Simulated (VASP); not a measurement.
Energy against volume of BaHfO$_{3}$ (cubic perovskite). These are vdW-DF2, VASP's PBE PAW potentials (set 64) (plane waves; VASP) values and carry that method's errors.

```
V (Å³/atom)  E (eV/atom)
-----------  -----------
14.564          -6.78634
15.029          -6.80938
15.493          -6.81699
15.958          -6.81156
16.423          -6.79500
```

Task: Fit a third-order Birch-Murnaghan equation of state.

Result: 
volume per atom: 15.52 Å³/atom
bulk modulus: 149 GPa
pressure derivative of the bulk modulus: 4.46
lattice constant a: 4.265 Å

Measured: a 4.171 Å (computed value off by +2.3 %), as given by Zhao et al., (2008), arXiv:0809.3506. The calculation is for a static lattice, while the measured a holds thermal and zero-point effects, which are part of the difference.

The compound is BaHfO3 in the cubic perovskite structure. It was relaxed first, which changed the volume by +7 %.
